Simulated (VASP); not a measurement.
Method: PBEsol GGA, VASP's PBE PAW potentials (set 64) (plane waves; VASP).

VASP input:

**KPOINTS**
```
Automatic mesh
0
Gamma
11 11 1
0 0 0
```

INCAR:
```
SYSTEM = Ti(001) slab
PREC = Normal; ENCUT = 400; LREAL = .FALSE.
LASPH = .TRUE.
EDIFF = 1E-5; NELM = 100; NELMIN = 4
ALGO = Normal; LMAXMIX = 4
ISMEAR = 1; SIGMA = 0.1
GGA = PS
IBRION = 2; NSW = 50; ISIF = 2
EDIFFG = -0.03
LWAVE = .TRUE.; LCHARG = .FALSE.
DIPOL = 0.5 0.5 0.5
LDIPOL = .TRUE.; IDIPOL = 3
```

### POSCAR
```
Ti(001) slab
1
    2.8955425485     0.0000000000     0.0000000000
   -1.4477712742     2.5076134625     0.0000000000
    0.0000000000     0.0000000000    23.8922018329
Ti
4
Direct
  0.6666670000   0.3333330000   0.4519700000
  0.3333330000   0.6666670000   0.3559110000
  0.6666670000   0.3333330000   0.6440890000
  0.3333330000   0.6666670000   0.5480300000
```

POTCAR, in this order: Ti_sv (PBE.64 set). Program: vasp_std.

What VASP printed:

**OSZICAR**
```
...
DAV:   2    -0.316401331196E+02   -0.65382E+00   -0.56190E+00  1220   0.189E+01    0.429E+00
DAV:   3    -0.313567176966E+02    0.28342E+00   -0.17701E+00  1260   0.110E+01    0.860E-01
DAV:   4    -0.313436492787E+02    0.13068E-01   -0.13949E-01  1160   0.358E+00    0.482E-01
DAV:   5    -0.313383184732E+02    0.53308E-02   -0.39604E-02  1228   0.240E+00    0.174E-01
DAV:   6    -0.313388583081E+02   -0.53983E-03   -0.87341E-03  1176   0.844E-01    0.543E-02
DAV:   7    -0.313389674842E+02   -0.10918E-03   -0.11183E-03  1264   0.243E-01    0.270E-02
DAV:   8    -0.313389606236E+02    0.68606E-05   -0.90829E-05  1124   0.112E-01
   2 F= -.31338961E+02 E0= -.31339385E+02  d E =-.763940E-01
       N       E                     dE             d eps       ncg     rms          rms(c)
DAV:   1    -0.307551524621E+02    0.58382E+00   -0.39514E+01  1004   0.118E+02    0.169E+00
DAV:   2    -0.317822890120E+02   -0.10271E+01   -0.91983E+00  1212   0.251E+01    0.501E+00
DAV:   3    -0.314188886135E+02    0.36340E+00   -0.24207E+00  1248   0.133E+01    0.118E+00
DAV:   4    -0.313904103947E+02    0.28478E-01   -0.22967E-01  1160   0.476E+00    0.645E-01
DAV:   5    -0.313817467472E+02    0.86636E-02   -0.67292E-02  1240   0.326E+00    0.211E-01
DAV:   6    -0.313827576026E+02   -0.10109E-02   -0.15594E-02  1192   0.105E+00    0.844E-02
DAV:   7    -0.313828339313E+02   -0.76329E-04   -0.21355E-03  1292   0.397E-01    0.292E-02
DAV:   8    -0.313828301784E+02    0.37529E-05   -0.17375E-04  1184   0.155E-01    0.113E-02
DAV:   9    -0.313828330401E+02   -0.28617E-05   -0.27662E-05   872   0.486E-02
   3 F= -.31382833E+02 E0= -.31384839E+02  d E =-.120266E+00
       N       E                     dE             d eps       ncg     rms          rms(c)
DAV:   1    -0.313769292926E+02    0.59009E-02   -0.50504E-01  1020   0.137E+01    0.215E-01
DAV:   2    -0.313902262844E+02   -0.13297E-01   -0.11424E-01  1204   0.334E+00    0.658E-01
DAV:   3    -0.313844965298E+02    0.57298E-02   -0.43628E-02  1188   0.249E+00    0.130E-01
DAV:   4    -0.313844239725E+02    0.72557E-04   -0.28548E-03  1188   0.588E-01    0.866E-02
DAV:   5    -0.313843806473E+02    0.43325E-04   -0.61924E-04  1360   0.419E-01    0.301E-02
DAV:   6    -0.313843912642E+02   -0.10617E-04   -0.15638E-04  1284   0.151E-01    0.101E-02
DAV:   7    -0.313843933066E+02   -0.20424E-05   -0.33144E-05   924   0.668E-02
   4 F= -.31384393E+02 E0= -.31386348E+02  d E =-.156027E-02
       N       E                     dE             d eps       ncg     rms          rms(c)
DAV:   1    -0.313208168642E+02    0.63574E-01   -0.45649E+00  1020   0.409E+01    0.647E-01
DAV:   2    -0.314384920281E+02   -0.11768E+00   -0.10165E+00  1208   0.104E+01    0.192E+00
DAV:   3    -0.313885734521E+02    0.49919E-01   -0.38436E-01  1184   0.636E+00    0.383E-01
DAV:   4    -0.313880225517E+02    0.55090E-03   -0.26259E-02  1144   0.179E+00    0.263E-01
DAV:   5    -0.313876064730E+02    0.41608E-03   -0.56590E-03  1372   0.122E+00    0.104E-01
DAV:   6    -0.313875761677E+02    0.30305E-04   -0.16567E-03  1340   0.482E-01    0.286E-02
DAV:   7    -0.313876007172E+02   -0.24549E-04   -0.36323E-04  1184   0.194E-01    0.104E-02
DAV:   8    -0.313876013282E+02   -0.61102E-06   -0.18696E-05   724   0.672E-02
   5 F= -.31387601E+02 E0= -.31389386E+02  d E =-.476829E-02
       N       E                     dE             d eps       ncg     rms          rms(c)
DAV:   1    -0.311268069224E+02    0.26079E+00   -0.18397E+01  1028   0.812E+01    0.129E+00
DAV:   2    -0.315752862944E+02   -0.44848E+00   -0.39268E+00  1208   0.213E+01    0.367E+00
DAV:   3    -0.313904502131E+02    0.18484E+00   -0.15103E+00  1180   0.111E+01    0.744E-01
DAV:   4    -0.313890891098E+02    0.13611E-02   -0.10518E-01  1136   0.362E+00    0.524E-01
DAV:   5    -0.313877753281E+02    0.13138E-02   -0.24714E-02  1360   0.233E+00    0.230E-01
DAV:   6    -0.313873080561E+02    0.46727E-03   -0.70634E-03  1300   0.962E-01    0.569E-02
DAV:   7    -0.313874092406E+02   -0.10118E-03   -0.14599E-03  1196   0.357E-01    0.222E-02
DAV:   8    -0.313874100143E+02   -0.77369E-06   -0.93591E-05  1136   0.133E-01
   6 F= -.31387410E+02 E0= -.31388800E+02  d E =-.457697E-02
       N       E                     dE             d eps       ncg     rms          rms(c)
DAV:   1    -0.313141857549E+02    0.73223E-01   -0.50576E+00  1016   0.433E+01    0.682E-01
DAV:   2    -0.314452042330E+02   -0.13102E+00   -0.11409E+00  1188   0.981E+00    0.209E+00
DAV:   3    -0.313903933221E+02    0.54811E-01   -0.42233E-01  1180   0.805E+00    0.436E-01
DAV:   4    -0.313890850748E+02    0.13082E-02   -0.35708E-02  1204   0.199E+00    0.263E-01
DAV:   5    -0.313885098995E+02    0.57518E-03   -0.63137E-03  1284   0.131E+00    0.864E-02
DAV:   6    -0.313886127703E+02   -0.10287E-03   -0.16383E-03  1228   0.380E-01    0.264E-02
DAV:   7    -0.313886255926E+02   -0.12822E-04   -0.21852E-04  1380   0.115E-01    0.142E-02
DAV:   8    -0.313886248673E+02    0.72535E-06   -0.19899E-05   724   0.833E-02
   7 F= -.31388625E+02 E0= -.31390230E+02  d E =-.579183E-02
       N       E                     dE             d eps       ncg     rms          rms(c)
DAV:   1    -0.313872528579E+02    0.13727E-02   -0.92174E-02  1024   0.585E+00    0.920E-02
DAV:   2    -0.313895574421E+02   -0.23046E-02   -0.20413E-02  1196   0.138E+00    0.268E-01
DAV:   3    -0.313886304577E+02    0.92698E-03   -0.75204E-03  1176   0.108E+00    0.577E-02
DAV:   4    -0.313886144627E+02    0.15995E-04   -0.52318E-04  1188   0.254E-01    0.370E-02
DAV:   5    -0.313886074197E+02    0.70430E-05   -0.10489E-04  1280   0.180E-01    0.116E-02
DAV:   6    -0.313886098708E+02   -0.24511E-05   -0.20486E-05   700   0.587E-02
   8 F= -.31388610E+02 E0= -.31390186E+02  d E =-.577683E-02
       N       E                     dE             d eps       ncg     rms          rms(c)
DAV:   1    -0.313882064617E+02    0.40096E-03   -0.27828E-02  1032   0.321E+00    0.516E-02
DAV:   2    -0.313889648180E+02   -0.75836E-03   -0.65364E-03  1204   0.785E-01    0.161E-01
DAV:   3    -0.313886302648E+02    0.33455E-03   -0.25590E-03  1160   0.662E-01    0.312E-02
DAV:   4    -0.313886266105E+02    0.36544E-05   -0.16860E-04  1172   0.140E-01    0.207E-02
DAV:   5    -0.313886235183E+02    0.30921E-05   -0.26678E-05   728   0.998E-02
   9 F= -.31388624E+02 E0= -.31390216E+02  d E =-.579048E-02
       N       E                     dE             d eps       ncg     rms          rms(c)
DAV:   1    -0.313796551160E+02    0.89715E-02   -0.65298E-01   996   0.144E+01    0.240E-01
DAV:   2    -0.313982912539E+02   -0.18636E-01   -0.15766E-01  1220   0.383E+00    0.783E-01
DAV:   3    -0.313889434875E+02    0.93478E-02   -0.61322E-02  1268   0.275E+00    0.136E-01
DAV:   4    -0.313887432804E+02    0.20021E-03   -0.38546E-03  1168   0.651E-01    0.816E-02
DAV:   5    -0.313886454779E+02    0.97802E-04   -0.11638E-03  1208   0.429E-01    0.289E-02
DAV:   6    -0.313886669975E+02   -0.21520E-04   -0.20979E-04  1208   0.134E-01    0.910E-03
DAV:   7    -0.313886685430E+02   -0.15455E-05   -0.15931E-05   748   0.392E-02
  10 F= -.31388669E+02 E0= -.31390153E+02  d E =-.450247E-04
       N       E                     dE             d eps       ncg     rms          rms(c)
DAV:   1    -0.313868113428E+02    0.18557E-02   -0.14666E-01  1012   0.679E+00    0.114E-01
DAV:   2    -0.313911172135E+02   -0.43059E-02   -0.36021E-02  1236   0.179E+00    0.389E-01
DAV:   3    -0.313888903653E+02    0.22268E-02   -0.14608E-02  1300   0.154E+00    0.653E-02
DAV:   4    -0.313888457149E+02    0.44650E-04   -0.89116E-04  1240   0.301E-01    0.390E-02
DAV:   5    -0.313888288474E+02    0.16867E-04   -0.24241E-04  1200   0.197E-01    0.130E-02
DAV:   6    -0.313888350355E+02   -0.61881E-05   -0.42386E-05   972   0.618E-02
  11 F= -.31388835E+02 E0= -.31390374E+02  d E =-.211517E-03
```

### OUTCAR
```
------------------------ aborting loop because EDIFF is reached ----------------------------------------
  FORCE on cell =-STRESS in cart. coord.  units (eV):
  Direction    XX          YY          ZZ          XY          YZ          ZX
  --------------------------------------------------------------------------------------
  Total       -0.7954038     -0.7954038     -0.4036434     -0.0000000      0.0000000      0.0000000
  in kB       -7.3460102     -7.3460106     -3.7278779     -0.0000000      0.0000000      0.0000000
  external PRESSURE =      -6.1399662 kB  Pullay stress =       0.0000000 kB
  volume of cell :      173.48
      direct lattice vectors                 reciprocal lattice vectors
     2.895542548  0.000000000  0.000000000     0.345358420  0.199392772  0.000000000
    -1.447771274  2.507613463  0.000000000     0.000000000  0.398785544  0.000000000
     0.000000000  0.000000000 23.892201833     0.000000000  0.000000000  0.041854661
 POSITION                                       TOTAL-FORCE (eV/Angst)
 -----------------------------------------------------------------------------------
      1.44777      0.83587     10.73956         0.000000      0.000000      0.002791
     -0.00000      1.67174      8.61106        -0.000000      0.000000     -0.003910
      1.44777      0.83587     15.28114         0.000000     -0.000000      0.003910
     -0.00000      1.67174     13.15264        -0.000000     -0.000000     -0.002791
 -----------------------------------------------------------------------------------
    total drift:                                0.000000     -0.000000      0.000000
  FREE ENERGIE OF THE ION-ELECTRON SYSTEM (eV)
  ---------------------------------------------------
  free  energy   TOTEN  =       -31.3888350355 eV

  energy  without entropy=      -31.3934523700  energy(sigma->0) =      -31.39037415

 reached required accuracy - stopping structural energy minimisation
```
(Selected blocks of OUTCAR.)

CONTCAR:
```
Ti(001) slab
   1.00000000000000
     2.8955425484999999    0.0000000000000000    0.0000000000000000
    -1.4477712742000000    2.5076134625000002    0.0000000000000000
     0.0000000000000000    0.0000000000000000   23.8922018328999997
  Ti
     4
Direct
     0.6666669999999968    0.3333330000000032    0.4495006717691828
     0.3333330000000032    0.6666669999999968    0.3604131137583975
     0.6666669999999968    0.3333330000000032    0.6395868862416024
     0.3333330000000032    0.6666669999999968    0.5504993282308172
```

The cell is a thin slab with vacuum, built from Ti (hcp): (001) face.
